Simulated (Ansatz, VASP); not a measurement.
# MoSeS: VASP beside Ansatz, part 3 of 3

One calculation is typed for both programs; each brings its own data sets. How far apart do they land? The cell is taken from a series of runs on this material, whose earlier steps may have relaxed, scaled, displaced or heated it; both programs get it as it stands.

VASP 6.6.1 and Ansatz 0.2.0.

So far: Starting point; Ansatz: zone-centre phonons, PBEsol, pair 1; VASP: zone-centre phonons, PBEsol, pair 1; Comparison.

## 5. VASP: zone-centre phonons, PBEsol, pair 2

Level of this step: PBEsol, no spin polarisation; plane waves and PAW (Mo_sv, S, Se) (VASP).

Second derivatives magnify differences that forces hide, and they need a tight electronic threshold.

INCAR

```
SYSTEM = MoSeS
PREC = Accurate
ENCUT = 500
EDIFF = 1E-08
NELM = 120
ISMEAR = 0
SIGMA = 0.01
LREAL = .FALSE.
ALGO = Normal
GGA = PS
NBANDS = 19
LASPH = .TRUE.
LORBIT = 11
LWAVE = .FALSE.
LCHARG = .FALSE.
ISIF = 2
IBRION = 8
GGA_COMPAT = .FALSE.
EFERMI = MIDGAP
NELMDL = -8
KPAR = 2
```

POSCAR

```
MoSeS
1.0
    3.1390460244      0.0000000000      0.0000000000
   -1.5695230122      2.7184936007      0.0000000000
    0.0000000000      0.0000000000     30.4000000000
Mo S Se
1 1 1
Direct
    0.3333333333      0.6666666667      0.3297668671
    0.6666666666      0.3333333334      0.3806616737
    0.6666666666      0.3333333334      0.2731240909
```

KPOINTS

```
Automatic mesh
0
Gamma
12 12 1
0 0 0
```

PAW data sets: Mo_sv, S and Se (PBE family, release 64).

The run is started by

```
$ mpirun -np 2 vasp_std
```

Numbers of over 12 decimals in the logs are rounded to 6 here.

What it wrote:

```text
[banner, memory and clock lines left out]
running    2 mpi-ranks, on    1 nodes
[...]
[... a notice as in an earlier step ...]

 LDA part: xc-table for (Slater+PW92), standard interpolation
 POSCAR, INCAR and KPOINTS ok, starting setup
[...]
entering main loop
       N       E                     dE             d eps       ncg     rms          rms(c)
DAV:   1     0.145159894291E+03    0.14516E+03   -0.12743E+04  1026   0.998E+02
DAV:   2    -0.115919443789E+02   -0.15675E+03   -0.15258E+03  1058   0.211E+02
DAV:   3    -0.235287193226E+02   -0.11937E+02   -0.11884E+02   987   0.541E+01
DAV:   4    -0.236698688322E+02   -0.14115E+00   -0.14075E+00   931   0.655E+00
[...]
DAV:  29    -0.224443818992E+02   -0.38769E-07    0.63092E-10   606   0.410E-05    0.165E-05
DAV:  30    -0.224443819183E+02   -0.19147E-07    0.71330E-10   513   0.265E-05    0.644E-06
DAV:  31    -0.224443819266E+02   -0.83000E-08    0.71524E-10   501   0.234E-05
   1 F= -.22444382E+02 E0= -.22444382E+02  d E =0.000000E+00
[...]
RMM:   9    -0.668132549488E-01   -0.45622E-07   -0.10367E-08  5200   0.598E-05    0.256E-05
RMM:  10    -0.668132970361E-01   -0.42087E-07   -0.18683E-09  5209   0.314E-05    0.515E-06
RMM:  11    -0.668133001828E-01   -0.31467E-08   -0.49429E-09  5437   0.821E-06    0.183E-06
 first order change of Fermi-energy   0.81083E-04
 force on displaced ion       3 direction 1 :  -8.897  -0.000  -0.000
 Linear response progress:
  Degree of freedom:   6/  6
       N       E                     dE             d eps       ncg     rms          rms(c)
RMM:   1    -0.145168981290E+00   -0.14517E+00   -0.12175E-02  1814   0.140E+00
RMM:   2    -0.135341452164E+00    0.98275E-02   -0.76674E-03  1214   0.396E-01    0.276E-01
RMM:   3    -0.135281131760E+00    0.60320E-04   -0.88034E-04  1155   0.136E-01    0.226E-01
RMM:   4    -0.135418680475E+00   -0.13755E-03   -0.41530E-04  1129   0.118E-01    0.581E-02
[...]
RMM:  16    -0.135370350715E+00   -0.56112E-08   -0.16710E-07  1315   0.551E-05    0.790E-06
RMM:  17    -0.135370384858E+00   -0.34143E-07   -0.13102E-07  1298   0.294E-05    0.775E-06
RMM:  18    -0.135370389948E+00   -0.50898E-08   -0.62094E-08  1284   0.193E-05    0.324E-06
 first order change of Fermi-energy   0.71379E+00
 force on displaced ion       3 direction 3 :  -0.000   0.000 -16.037
 Linear response finished
```

From OUTCAR (step 5):

```text
  Total        1.8947451      1.8947451      0.0763905      0.0000000     -0.0000000      0.0000000
  in kB       11.7020459     11.7020459      0.4717917      0.0000000     -0.0000000      0.0000000
  external PRESSURE =       7.9586278 kB  Pullay stress =       0.0000000 kB

 POSITION                                       TOTAL-FORCE (eV/Angst)
 -----------------------------------------------------------------------------------
     -0.00000      1.81233     10.02491         0.000000     -0.000000      0.049257
      1.56952      0.90616     11.57211        -0.000000      0.000000      0.002491
      1.56952      0.90616      8.30297         0.000000      0.000000     -0.051748
 -----------------------------------------------------------------------------------
    total drift:                                0.000001     -0.000000     -0.000683

[... 1 part as in an earlier step ...]

[... 1 further part left out ...]
```

## 6. Ansatz: zone-centre phonons, PBEsol, pair 2

The same cell, functional and mesh now go to Ansatz, which takes its cutoff from its data sets.

The cell is taken from a series of runs on this material, whose earlier steps may have relaxed, scaled, displaced or heated it; both programs get it as it stands.

input.yaml

```yaml
crystal:
  lattice:
    - [3.1390460244, 0.0, 0.0]
    - [-1.5695230122, 2.7184936007, 0.0]
    - [0.0, 0.0, 30.4]
  atoms:
    - { symbol: Mo, position: [0.3333333333, 0.6666666667, 0.3297668671] }
    - { symbol: S, position: [0.6666666667, 0.3333333333, 0.3806616737] }
    - { symbol: Se, position: [0.6666666667, 0.3333333333, 0.2731240909] }
  periodic: [true, true, false]
kpoints:
  mp_grid: { grid: [12, 12, 1] }
hamiltonian:
  xc: pbesol
  pseudopotentials: { kind: paw, azcp: { folder: soft_1 }, xc_functional: pbe }
scf:
  occupations: { method: fixed }
output:
  eigenvalues: true
phonons:
  method: dfpt
```

The run is started by

```
$ ansatz run input.yaml --threads 4 --pin off --max-ram 16384MiB --backend cpu --events-out ev --progress --plain --runs-dir out
```

What it wrote:

```text
[...]
Crystal: 3 atoms, lattice volume = 259.418 Å³
Basis set: ecut = 420 eV, 5021 PW (Γ), exchange–correlation on 48×48×432 points (8 copies of the dense FFT grid, shifted against one another)
Bands: 22, of which v1, the nominal top of the filled ones, is band 18 counted from 1 (17 counted from 0)
Symmetry: 6 space group operations
k-points: 43 of 144 (irreducible under 2 space group operations, time reversal used)
[...]
k-point 2: bands = [... 14 lower, -7.7001, -6.9896, -6.7811, -6.0427, -3.4157, -2.8337, -2.7063, -1.8865]
  k-point 42: bands = [... 14 lower, -8.9990, -8.5883, -7.3587, -6.0198, -3.5335, -2.6880, -2.5232, -0.9281]
[...]
ASR residual: 1.240e-4 → 0.000e0 eV/Å²; symmetrization residual: 1.357e-5 eV/Å²
  ASR residual per site (eV/Å²): 6.40e-5 1.24e-4 3.07e-5
  Γ frequencies (cm⁻¹): 0.00 0.00 0.00 208.91 208.91 292.20 361.72 361.72 449.64
[...]
[key lines of the parts left out:]
SCF converged after 15 iterations
Free energy (F): -11209.048374 eV
Fermi energy:    -5.596598 eV
```

## 7. Differences

What differs besides the data sets and the points named for the pairs above, as far as they apply: the data sets hold 36 valence electrons in Ansatz (on its PAW soft_1 files) and 26 in VASP. Total energies have different zeros and are not compared.

The two programs side by side:

| quantity | Ansatz | VASP | difference |
| --- | --- | --- | --- |
| optical mode 1 to 2 (cm⁻¹) | 208.9 | 209.2 | -0.14 % |
| optical mode 3 (cm⁻¹) | 292.2 | 293.5 | -0.44 % |
| optical mode 4 to 5 (cm⁻¹) | 361.7 | 361.6 | +0.04 % |
| optical mode 6 (cm⁻¹) | 449.6 | 449.7 | -0.01 % |

Modes are paired by rising frequency, not by their patterns, so a pair may set unlike modes beside each other; they are those without the splitting of longitudinal modes. Where the cell holds vacuum, a pressure given here is an average over it and none of the material.

## 8. Outcome

| Property | Result |
| --- | --- |
| r.m.s. difference of the optical zone-centre modes, each program's sorted by frequency (zone-centre phonons, PBEsol, pair 1) | 0.58 cm⁻¹ |
| r.m.s. difference of the optical zone-centre modes, each program's sorted by frequency (zone-centre phonons, PBEsol, pair 2) | 0.56 cm⁻¹ |

What this shows: The r.m.s. difference of the optical zone-centre modes, each program's sorted by frequency is 0.58 cm⁻¹ (zone-centre phonons, PBEsol, pair 1). The data sets hold unlike numbers of valence electrons (36 in Ansatz and 26 in VASP), so part of the differences may come from the potentials. Such differences can come from data sets, numerical settings and the points named under the comparisons, not from the functional's error against experiment.

[Lines on the potential files, build, host, timing and source positions are cut from VASP's logs without a mark.]

[Logs are printed without paths, hosts, clocks, repeated set-up lines and the standing remarks that a program may print on its own settings, such as how far it seeks lower states.]

[Hosts, paths, dates, database ids (printed as entryN), source tags and the programs' standing remarks are cut or masked in the printed files.]
